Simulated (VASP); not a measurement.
Output of a VASP run:

### OUTCAR
```
 ion  position               nearest neighbor table
   1  0.500  0.000  0.000-  33 2.60  46 2.60  54 2.60  62 2.60
   2  0.750  0.250  0.000-  33 2.60  34 2.60  44 2.60  55 2.60
   3  0.750  0.000  0.250-  33 2.60  35 2.60  39 2.60  49 2.60
   4  0.000  0.000  0.000-  36 2.60  39 2.60  44 2.60  63 2.60
   5  0.250  0.250  0.000-  36 2.60  37 2.60  54 2.60  60 2.60
   6  0.500  0.500  0.000-  37 2.60  38 2.60  55 2.60  61 2.60
   7  0.750  0.750  0.000-  38 2.60  39 2.60  56 2.60  62 2.60
   8  0.250  0.000  0.250-  36 2.60  40 2.60  46 2.60  57 2.60
   9  0.496  0.253  0.249-  37 2.54  40 2.60  64 2.63  33 2.64
  10  0.750  0.503  0.251-  41 2.57  38 2.58  64 2.59  34 2.63
  11  0.500  0.000  0.500-  40 2.60  42 2.60  49 2.60  59 2.60
  12  0.750  0.248  0.496-  35 2.55  64 2.56  42 2.61  43 2.64
  13  0.750  0.000  0.750-  42 2.60  44 2.60  53 2.60  62 2.60
  14  0.000  0.500  0.000-  34 2.60  45 2.60  56 2.60  60 2.60
  15  0.250  0.750  0.000-  45 2.60  46 2.60  61 2.60  63 2.60
  16  0.000  0.250  0.250-  34 2.60  35 2.60  36 2.60  47 2.60
  17  0.250  0.500  0.250-  37 2.60  45 2.60  47 2.60  48 2.60
  18  0.500  0.750  0.250-  38 2.60  46 2.60  48 2.60  49 2.60
  19  0.000  0.000  0.500-  35 2.60  50 2.60  53 2.60  57 2.60
  20  0.250  0.250  0.500-  40 2.60  47 2.60  50 2.60  51 2.60
  21  0.496  0.501  0.502-  51 2.57  48 2.58  52 2.60  64 2.67
  22  0.750  0.750  0.500-  41 2.60  49 2.60  52 2.60  53 2.60
  23  0.250  0.000  0.750-  50 2.60  54 2.60  59 2.60  63 2.60
  24  0.500  0.250  0.750-  42 2.60  51 2.60  54 2.60  55 2.60
  25  0.750  0.500  0.750-  43 2.60  52 2.60  55 2.60  56 2.60
  26  0.000  0.750  0.250-  39 2.60  41 2.60  45 2.60  57 2.60
  27  0.000  0.500  0.500-  41 2.60  43 2.60  47 2.60  58 2.60
  28  0.250  0.750  0.500-  48 2.60  57 2.60  58 2.60  59 2.60
  29  0.000  0.250  0.750-  43 2.60  44 2.60  50 2.60  60 2.60
  30  0.250  0.500  0.750-  51 2.60  58 2.60  60 2.60  61 2.60
  31  0.500  0.750  0.750-  52 2.60  59 2.60  61 2.60  62 2.60
  32  0.000  0.750  0.750-  53 2.60  56 2.60  58 2.60  63 2.60
  33  0.625  0.125  0.125-   1 2.60   2 2.60   3 2.60   9 2.64
  34  0.875  0.375  0.125-   2 2.60  14 2.60  16 2.60  10 2.63
  35  0.875  0.125  0.375-  12 2.55   3 2.60  16 2.60  19 2.60
  36  0.125  0.125  0.125-   4 2.60   5 2.60   8 2.60  16 2.60
  37  0.375  0.375  0.125-   9 2.54   6 2.60   5 2.60  17 2.60
  38  0.625  0.625  0.125-  10 2.58   7 2.60   6 2.60  18 2.60
  39  0.875  0.875  0.125-   3 2.60   4 2.60   7 2.60  26 2.60
  40  0.375  0.125  0.375-   8 2.60  11 2.60  20 2.60   9 2.60
  41  0.875  0.625  0.375-  10 2.57  22 2.60  26 2.60  27 2.60
  42  0.625  0.125  0.625-  11 2.60  13 2.60  24 2.60  12 2.61
  43  0.875  0.375  0.625-  25 2.60  27 2.60  29 2.60  12 2.64
  44  0.875  0.125  0.875-   2 2.60   4 2.60  13 2.60  29 2.60
  45  0.125  0.625  0.125-  14 2.60  15 2.60  17 2.60  26 2.60
  46  0.375  0.875  0.125-   1 2.60   8 2.60  15 2.60  18 2.60
  47  0.125  0.375  0.375-  16 2.60  17 2.60  20 2.60  27 2.60
  48  0.375  0.625  0.375-  21 2.58  18 2.60  17 2.60  28 2.60
  49  0.625  0.875  0.375-   3 2.60  11 2.60  18 2.60  22 2.60
  50  0.125  0.125  0.625-  19 2.60  20 2.60  23 2.60  29 2.60
  51  0.375  0.375  0.625-  21 2.57  20 2.60  24 2.60  30 2.60
  52  0.625  0.625  0.625-  22 2.60  25 2.60  31 2.60  21 2.60
  53  0.875  0.875  0.625-  13 2.60  19 2.60  22 2.60  32 2.60
  54  0.375  0.125  0.875-   1 2.60   5 2.60  23 2.60  24 2.60
  55  0.625  0.375  0.875-   2 2.60   6 2.60  24 2.60  25 2.60
  56  0.875  0.625  0.875-   7 2.60  14 2.60  25 2.60  32 2.60
  57  0.125  0.875  0.375-   8 2.60  19 2.60  26 2.60  28 2.60
  58  0.125  0.625  0.625-  27 2.60  28 2.60  30 2.60  32 2.60
  59  0.375  0.875  0.625-  11 2.60  23 2.60  28 2.60  31 2.60
  60  0.125  0.375  0.875-   5 2.60  14 2.60  29 2.60  30 2.60
  61  0.375  0.625  0.875-   6 2.60  15 2.60  30 2.60  31 2.60
  62  0.625  0.875  0.875-   1 2.60   7 2.60  13 2.60  31 2.60
  63  0.125  0.875  0.875-   4 2.60  15 2.60  23 2.60  32 2.60
  64  0.629  0.374  0.375-  12 2.56  10 2.59   9 2.63  21 2.67
 Subroutine IBZKPT returns following result:
 Found      1 irreducible k-points:

 Following reciprocal coordinates:
            Coordinates               Weight
  0.000000  0.000000  0.000000      1.000000
   k-points           NKPTS =      1   k-points in BZ     NKDIM =      1   number of bands    NBANDS=    162
   number of dos      NEDOS =    301   number of ions     NIONS =     64
   total plane-waves  NPLWV = 216000
   dimension x,y,z NGX =    60 NGY =   60 NGZ =   60
   dimension x,y,z NGXF=   120 NGYF=  120 NGZF=  120
   ions per type =              32  31   1
   PREC   = normal    normal or accurate (medium, high low for compatibility)
   ISTART =      0    job   : 0-new  1-cont  2-samecut
   ICHARG =      2    charge: 1-file 2-atom 10-const
...
```

OSZICAR:
```
...
   4 F= -.25502197E+03 E0= -.25501929E+03  d E =-.121290E+00  mag=     1.0000
       N       E                     dE             d eps       ncg     rms          rms(c)
DAV:   1    -0.255029519717E+03   -0.75484E-02   -0.21418E-01   694   0.798E-01    0.305E-01
RMM:   2    -0.255030700759E+03   -0.11810E-02   -0.17581E-02   651   0.264E-01    0.846E-02
RMM:   3    -0.255030980372E+03   -0.27961E-03   -0.36046E-03   681   0.123E-01    0.822E-02
RMM:   4    -0.255030931015E+03    0.49357E-04   -0.51721E-04   655   0.520E-02    0.290E-02
RMM:   5    -0.255030943614E+03   -0.12599E-04   -0.17234E-04   659   0.266E-02    0.174E-02
RMM:   6    -0.255030942596E+03    0.10185E-05   -0.38127E-05   477   0.121E-02
   5 F= -.25503094E+03 E0= -.25502829E+03  d E =-.897133E-02  mag=     1.0000
       N       E                     dE             d eps       ncg     rms          rms(c)
DAV:   1    -0.255032361557E+03   -0.14179E-02   -0.10158E-01   720   0.549E-01    0.213E-01
RMM:   2    -0.255032952294E+03   -0.59074E-03   -0.85854E-03   650   0.184E-01    0.606E-02
RMM:   3    -0.255033096371E+03   -0.14408E-03   -0.17793E-03   686   0.860E-02    0.590E-02
RMM:   4    -0.255033072431E+03    0.23941E-04   -0.24976E-04   652   0.361E-02    0.216E-02
RMM:   5    -0.255033079331E+03   -0.69008E-05   -0.88092E-05   621   0.188E-02
   6 F= -.25503308E+03 E0= -.25503044E+03  d E =-.111081E-01  mag=     1.0000
       N       E                     dE             d eps       ncg     rms          rms(c)
DAV:   1    -0.255033106863E+03   -0.34432E-04   -0.28433E-03   776   0.923E-02    0.392E-02
RMM:   2    -0.255033124529E+03   -0.17666E-04   -0.29136E-04   648   0.329E-02    0.149E-02
RMM:   3    -0.255033131054E+03   -0.65250E-05   -0.68762E-05   549   0.161E-02    0.132E-02
RMM:   4    -0.255033130601E+03    0.45353E-06   -0.94761E-06   382   0.677E-03
   7 F= -.25503313E+03 E0= -.25503048E+03  d E =-.111593E-01  mag=     1.0000
       N       E                     dE             d eps       ncg     rms          rms(c)
DAV:   1    -0.255034353759E+03   -0.12227E-02   -0.47966E-02   696   0.375E-01    0.137E-01
RMM:   2    -0.255034627723E+03   -0.27396E-03   -0.35129E-03   648   0.121E-01    0.350E-02
RMM:   3    -0.255034687178E+03   -0.59454E-04   -0.70231E-04   681   0.566E-02    0.294E-02
RMM:   4    -0.255034684283E+03    0.28944E-05   -0.92522E-05   634   0.238E-02
   8 F= -.25503468E+03 E0= -.25503196E+03  d E =-.155368E-02  mag=     1.0000
       N       E                     dE             d eps       ncg     rms          rms(c)
DAV:   1    -0.255034888415E+03   -0.20124E-03   -0.28681E-02   704   0.289E-01    0.107E-01
RMM:   2    -0.255035047664E+03   -0.15925E-03   -0.20818E-03   648   0.936E-02    0.287E-02
RMM:   3    -0.255035087882E+03   -0.40218E-04   -0.45437E-04   693   0.446E-02    0.259E-02
RMM:   4    -0.255035088483E+03   -0.60124E-06   -0.60306E-05   563   0.184E-02
   9 F= -.25503509E+03 E0= -.25503229E+03  d E =-.195788E-02  mag=     1.0000
       N       E                     dE             d eps       ncg     rms          rms(c)
DAV:   1    -0.255035732364E+03   -0.64448E-03   -0.31144E-02   704   0.310E-01    0.106E-01
RMM:   2    -0.255035889686E+03   -0.15732E-03   -0.21385E-03   648   0.970E-02    0.265E-02
RMM:   3    -0.255035937157E+03   -0.47471E-04   -0.52719E-04   718   0.468E-02    0.273E-02
RMM:   4    -0.255035933799E+03    0.33581E-05   -0.52219E-05   566   0.180E-02
  10 F= -.25503593E+03 E0= -.25503310E+03  d E =-.845316E-03  mag=     1.0000
```

File OUTCAR:
```
------------------------ aborting loop because EDIFF is reached ----------------------------------------
  FORCE on cell =-STRESS in cart. coord.  units (eV):
  Direction    XX          YY          ZZ          XY          YZ          ZX
  --------------------------------------------------------------------------------------
  Total       32.3904889     32.3964438     32.3267715     -0.0478744     -0.0245589     -0.0676797
  in kB       30.0355975     30.0411195     29.9765126     -0.0443938     -0.0227734     -0.0627591
  external PRESSURE =      30.0177432 kB  Pullay stress =       0.0000000 kB
  volume of cell :     1727.79
      direct lattice vectors                 reciprocal lattice vectors
    11.999521734  0.000000000  0.000000000     0.083336655  0.000000000  0.000000000
     0.000000000 11.999521734  0.000000000     0.000000000  0.083336655  0.000000000
     0.000000000  0.000000000 11.999521734     0.000000000  0.000000000  0.083336655
  FREE ENERGIE OF THE ION-ELECTRON SYSTEM (eV)
  ---------------------------------------------------
  free  energy   TOTEN  =      -255.0359337986 eV

  energy  without entropy=     -255.0302758226  energy(sigma->0) =     -255.03310481

 total charge

# of ion       s       p       d       tot
------------------------------------------
    1        1.192   1.364   0.216   2.772
    2        1.192   1.372   0.218   2.782
    3        1.192   1.369   0.218   2.779
    4        1.191   1.363   0.216   2.770
    5        1.192   1.364   0.216   2.772
    6        1.192   1.369   0.217   2.778
    7        1.191   1.364   0.216   2.772
    8        1.192   1.365   0.216   2.773
    9        1.196   1.298   0.213   2.707
   10        1.196   1.298   0.212   2.707
   11        1.192   1.371   0.218   2.781
   12        1.197   1.297   0.212   2.706
   13        1.191   1.364   0.216   2.771
   14        1.192   1.366   0.217   2.774
   15        1.191   1.364   0.216   2.771
   16        1.192   1.370   0.218   2.779
   17        1.192   1.370   0.218   2.780
   18        1.192   1.371   0.218   2.782
   19        1.192   1.365   0.217   2.773
   20        1.192   1.371   0.218   2.781
   21        1.196   1.298   0.213   2.707
   22        1.192   1.370   0.218   2.780
   23        1.191   1.364   0.216   2.771
   24        1.192   1.369   0.217   2.779
   25        1.192   1.371   0.218   2.781
   26        1.192   1.366   0.217   2.775
   27        1.192   1.370   0.218   2.780
   28        1.192   1.365   0.217   2.773
   29        1.192   1.365   0.217   2.773
   30        1.191   1.364   0.216   2.772
   31        1.191   1.363   0.216   2.771
   32        1.191   1.364   0.216   2.771
   33        1.043   1.473   0.000   2.517
   34        1.043   1.473   0.000   2.516
   35        1.043   1.474   0.000   2.517
   36        1.042   1.475   0.000   2.517
   37        1.043   1.473   0.000   2.517
   38        1.043   1.473   0.000   2.516
   39        1.042   1.475   0.000   2.517
   40        1.043   1.474   0.000   2.517
   41        1.043   1.473   0.000   2.517
   42        1.043   1.473   0.000   2.517
   43        1.043   1.474   0.000   2.517
   44        1.042   1.475   0.000   2.517
   45        1.042   1.475   0.000   2.517
   46        1.042   1.475   0.000   2.517
   47        1.052   1.472   0.000   2.524
   48        1.043   1.473   0.000   2.516
...
```
(Selected blocks of OUTCAR.)

**POSCAR**
```
In32P31S
1
   11.9995217336     0.0000000000     0.0000000000
    0.0000000000    11.9995217336    -0.0000000000
   -0.0000000000    -0.0000000000    11.9995217336
In P S
32 31 1
Direct
  0.5000000000   0.0000000000   0.0000000000
  0.7500000000   0.2500000000   0.0000000000
  0.7500000000   0.0000000000   0.2500000000
  0.0000000000   0.0000000000   0.0000000000
  0.2500000000   0.2500000000   0.0000000000
  0.5000000000   0.5000000000   0.0000000000
  0.7500000000   0.7500000000   0.0000000000
  0.2500000000   0.0000000000   0.2500000000
  0.4958130000   0.2533600000   0.2487580000
  0.7495520000   0.5034790000   0.2512120000
  0.5000000000   0.0000000000   0.5000000000
  0.7502290000   0.2478270000   0.4959830000
  0.7500000000   0.0000000000   0.7500000000
  0.0000000000   0.5000000000   0.0000000000
  0.2500000000   0.7500000000   0.0000000000
  0.0000000000   0.2500000000   0.2500000000
  0.2500000000   0.5000000000   0.2500000000
  0.5000000000   0.7500000000   0.2500000000
  0.0000000000   0.0000000000   0.5000000000
  0.2500000000   0.2500000000   0.5000000000
  0.4964660000   0.5007460000   0.5019340000
  0.7500000000   0.7500000000   0.5000000000
  0.2500000000   0.0000000000   0.7500000000
  0.5000000000   0.2500000000   0.7500000000
  0.7500000000   0.5000000000   0.7500000000
  0.0000000000   0.7500000000   0.2500000000
  0.0000000000   0.5000000000   0.5000000000
  0.2500000000   0.7500000000   0.5000000000
  0.0000000000   0.2500000000   0.7500000000
  0.2500000000   0.5000000000   0.7500000000
  0.5000000000   0.7500000000   0.7500000000
  0.0000000000   0.7500000000   0.7500000000
  0.6250000000   0.1250000000   0.1250000000
  0.8750000000   0.3750000000   0.1250000000
  0.8750000000   0.1250000000   0.3750000000
  0.1250000000   0.1250000000   0.1250000000
  0.3750000000   0.3750000000   0.1250000000
  0.6250000000   0.6250000000   0.1250000000
  0.8750000000   0.8750000000   0.1250000000
  0.3750000000   0.1250000000   0.3750000000
  0.8750000000   0.6250000000   0.3750000000
  0.6250000000   0.1250000000   0.6250000000
  0.8750000000   0.3750000000   0.6250000000
  0.8750000000   0.1250000000   0.8750000000
  0.1250000000   0.6250000000   0.1250000000
  0.3750000000   0.8750000000   0.1250000000
  0.1250000000   0.3750000000   0.3750000000
  0.3750000000   0.6250000000   0.3750000000
  0.6250000000   0.8750000000   0.3750000000
  0.1250000000   0.1250000000   0.6250000000
  0.3750000000   0.3750000000   0.6250000000
  0.6250000000   0.6250000000   0.6250000000
  0.8750000000   0.8750000000   0.6250000000
  0.3750000000   0.1250000000   0.8750000000
  0.6250000000   0.3750000000   0.8750000000
  0.8750000000   0.6250000000   0.8750000000
  0.1250000000   0.8750000000   0.3750000000
  0.1250000000   0.6250000000   0.6250000000
  0.3750000000   0.8750000000   0.6250000000
  0.1250000000   0.3750000000   0.8750000000
  0.3750000000   0.6250000000   0.8750000000
  0.6250000000   0.8750000000   0.8750000000
  0.1250000000   0.8750000000   0.8750000000
  0.6286370000   0.3741520000   0.3747310000
```

Problem. Write an INCAR and KPOINTS that could have produced this output.

Solution. One answer among several that fit: the input of the run itself, PBE GGA, plane waves, VASP's PBE PAW potentials (set 64).

**INCAR**
```
! general
SYSTEM  = In32P31S
PREC    = Normal
ENCUT   = 400
LREAL   = Auto   ! projection in real space or not
LASPH   = .True.
ISYM    = 0
NELECT  = 259.0

! electronic loop
EDIFF   = 1E-5   ! SCF stop (eV)
NELM    = 100   ! most electronic steps
NELMIN  = 4
ALGO    = Fast   ! Davidson, then RMM-DIIS
LMAXMIX = 4   ! l cut-off of mixed one-centre charges

! smearing
ISMEAR  = 0   ! Gaussian
SIGMA   = 0.05

! functional
GGA     = PE

! spin
ISPIN   = 2
MAGMOM  = 64*0.0156
NUPDOWN = 1

! ions
IBRION  = 2   ! conjugate gradients
NSW     = 60
ISIF    = 2   ! forces and stress, cell fixed
EDIFFG  = -0.03   ! ionic stop

! output
LWAVE   = .False.
LCHARG  = .False.
LORBIT  = 10
```

### KPOINTS
```
Automatic mesh
0
Gamma
1 1 1
0 0 0
```

POTCAR, in this order: In P S (PBE.64 set). Program: vasp_gam.

The cell is charged, with a uniform compensating background. The supercell is sampled at Γ alone, which is coarse: total energies, pressure and levels can be off, energies of defects by several tenths of an eV.

The cell is a supercell with a defect, built from InP (zinc blende): S_P, charge -2.
